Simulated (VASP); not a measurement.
Computed with PBE GGA, VASP's PBE PAW potentials (set 64) (plane waves; VASP).

Input for VASP

### INCAR
```
SYSTEM = TiC
PREC = Accurate
ENCUT = 520
EDIFF = 1E-6
NELM = 100
ALGO = VeryFast
LREAL = .FALSE.
LASPH = .TRUE.
ISMEAR = 1
SIGMA = 0.1
GGA = PE
LMAXMIX = 4
LWAVE = .FALSE.
LCHARG = .FALSE.
ISIF = 2
```

### KPOINTS
```
Automatic mesh
0
Gamma
13 13 13
0 0 0
```

File POSCAR:
```
TiC
1
    0.0000000000     2.1474670000     2.1819300000
    2.2113730000     0.0000000000     2.1819300000
    2.2113730000     2.1474670000     0.0000000000
Ti C
1 1
Direct
  0.0000000000   0.0000000000   0.0000000000
  0.4802620000   0.5197380000   0.5197380000
```

POTCAR, in this order: Ti_sv C (PBE.64 set). Program: vasp_std.

Output

**OSZICAR**
```
       N       E                     dE             d eps       ncg     rms          rms(c)
RMM:   1     0.231630848960E+02    0.23163E+02   -0.76465E+03  4116   0.140E+03
RMM:   2    -0.225362350476E+02   -0.45699E+02   -0.16225E+03  4116   0.350E+02
RMM:   3    -0.128209842203E+02    0.97153E+01   -0.20222E+02  4116   0.138E+02
RMM:   4    -0.207619952039E+02   -0.79410E+01   -0.88837E+01  4116   0.998E+01
RMM:   5    -0.232369049709E+02   -0.24749E+01   -0.51023E+01  4116   0.676E+01
RMM:   6    -0.241985566041E+02   -0.96165E+00   -0.35639E+01  4116   0.540E+01
RMM:   7    -0.245634805925E+02   -0.36492E+00   -0.26615E+01  4116   0.435E+01
RMM:   8    -0.246738519871E+02   -0.11037E+00   -0.20369E+01  4116   0.364E+01
RMM:   9    -0.240217686409E+02    0.65208E+00   -0.98024E+00 14464   0.306E+01
RMM:  10    -0.242791497002E+02   -0.25738E+00   -0.11407E+00 15225   0.706E+00
RMM:  11    -0.243204667144E+02   -0.41317E-01   -0.39962E-01 16061   0.329E+00
RMM:  12    -0.243312612834E+02   -0.10795E-01   -0.11398E-01 16118   0.186E+00    0.185E+01
RMM:  13    -0.192120331355E+02    0.51192E+01   -0.28283E+01 16436   0.466E+01    0.611E+00
RMM:  14    -0.185871312295E+02    0.62490E+00   -0.25164E+00 14449   0.179E+01    0.429E+00
RMM:  15    -0.186316062316E+02   -0.44475E-01   -0.76985E-01 14524   0.511E+00    0.302E+00
RMM:  16    -0.186521951547E+02   -0.20589E-01   -0.36265E-01 13699   0.501E+00    0.108E+00
RMM:  17    -0.186577286975E+02   -0.55335E-02   -0.11371E-01 14142   0.274E+00    0.489E-01
RMM:  18    -0.186629687827E+02   -0.52401E-02   -0.52988E-02 15343   0.159E+00    0.297E-01
RMM:  19    -0.186645519355E+02   -0.15832E-02   -0.17001E-02 15881   0.929E-01    0.204E-01
RMM:  20    -0.186653527215E+02   -0.80079E-03   -0.83807E-03 15585   0.601E-01    0.132E-01
RMM:  21    -0.186657221857E+02   -0.36946E-03   -0.41240E-03 15347   0.514E-01    0.315E-02
RMM:  22    -0.186659427884E+02   -0.22060E-03   -0.24230E-03 15375   0.327E-01    0.370E-02
RMM:  23    -0.186660807918E+02   -0.13800E-03   -0.15117E-03 15119   0.277E-01    0.972E-03
RMM:  24    -0.186661785582E+02   -0.97766E-04   -0.10591E-03 15422   0.198E-01    0.609E-03
RMM:  25    -0.186662410120E+02   -0.62454E-04   -0.68226E-04 14690   0.150E-01    0.371E-03
RMM:  26    -0.186662878187E+02   -0.46807E-04   -0.51236E-04 14110   0.121E-01    0.323E-03
RMM:  27    -0.186663197536E+02   -0.31935E-04   -0.35460E-04 13708   0.997E-02    0.714E-03
RMM:  28    -0.186663449125E+02   -0.25159E-04   -0.27748E-04 13144   0.832E-02    0.737E-03
RMM:  29    -0.186663625829E+02   -0.17670E-04   -0.19788E-04 13066   0.711E-02    0.634E-03
RMM:  30    -0.186663769066E+02   -0.14324E-04   -0.16103E-04 12530   0.615E-02    0.477E-03
RMM:  31    -0.186663869358E+02   -0.10029E-04   -0.11572E-04 12267   0.526E-02    0.401E-03
RMM:  32    -0.186663954169E+02   -0.84811E-05   -0.96790E-05 11895   0.452E-02    0.440E-03
RMM:  33    -0.186664015178E+02   -0.61009E-05   -0.71292E-05 11485   0.393E-02    0.434E-03
RMM:  34    -0.186664066696E+02   -0.51518E-05   -0.60434E-05 11096   0.346E-02    0.480E-03
RMM:  35    -0.186664105042E+02   -0.38346E-05   -0.45678E-05 10821   0.309E-02    0.487E-03
RMM:  36    -0.186664138876E+02   -0.33834E-05   -0.39728E-05 10980   0.283E-02    0.368E-03
RMM:  37    -0.186664163435E+02   -0.24558E-05   -0.29968E-05 10709   0.251E-02    0.316E-03
RMM:  38    -0.186664185812E+02   -0.22377E-05   -0.26992E-05 10550   0.234E-02    0.224E-03
RMM:  39    -0.186664201897E+02   -0.16086E-05   -0.20318E-05 10286   0.217E-02    0.978E-04
RMM:  40    -0.186664216659E+02   -0.14762E-05   -0.18891E-05  9884   0.194E-02    0.110E-03
RMM:  41    -0.186664227736E+02   -0.11077E-05   -0.14439E-05  9189   0.173E-02    0.118E-03
RMM:  42    -0.186664238254E+02   -0.10519E-05   -0.13506E-05  8916   0.161E-02    0.144E-03
RMM:  43    -0.186664246298E+02   -0.80436E-06   -0.10763E-05  8745   0.152E-02    0.153E-03
RMM:  44    -0.186664253895E+02   -0.75972E-06   -0.10002E-05  8402   0.142E-02    0.157E-03
RMM:  45    -0.186664259721E+02   -0.58259E-06   -0.81357E-06  8387   0.137E-02
   1 F= -.18666426E+02 E0= -.18666445E+02  d E =0.585406E-04
```

OUTCAR:
```
------------------------ aborting loop because EDIFF is reached ----------------------------------------
  FORCE on cell =-STRESS in cart. coord.  units (eV):
  Direction    XX          YY          ZZ          XY          YZ          ZX
  --------------------------------------------------------------------------------------
  Total       -0.9243476      0.1996712     -0.5741345      0.0000000      0.0000000      0.0000000
  in kB      -71.4638811     15.4371355    -44.3879347      0.0000000      0.0000000      0.0000000
  external PRESSURE =     -33.4715601 kB  Pullay stress =       0.0000000 kB
  volume of cell :       20.72
      direct lattice vectors                 reciprocal lattice vectors
     0.000000000  2.147467000  2.181930000    -0.226103873  0.232832449  0.229154922
     2.211373000  0.000000000  2.181930000     0.226103873 -0.232832449  0.229154922
     2.211373000  2.147467000  0.000000000     0.226103873  0.232832449 -0.229154922
 POSITION                                       TOTAL-FORCE (eV/Angst)
 -----------------------------------------------------------------------------------
      0.00000      0.00000      0.00000         0.646083      0.000000      0.000000
      2.29867      2.14747      2.18193        -0.646083      0.000000      0.000000
 -----------------------------------------------------------------------------------
    total drift:                               -0.000374      0.000000      0.000000
  FREE ENERGIE OF THE ION-ELECTRON SYSTEM (eV)
  ---------------------------------------------------
  free  energy   TOTEN  =       -18.6664259721 eV

  energy  without entropy=      -18.6664845127  energy(sigma->0) =      -18.66644549
```
(Selected blocks of OUTCAR.)

The compound is TiC in the rock salt structure. The cell was not relaxed at this level, atoms are displaced from their ideal sites. The run is one of a series of settings (ALGO = VeryFast against the base run), some of them coarse on purpose.
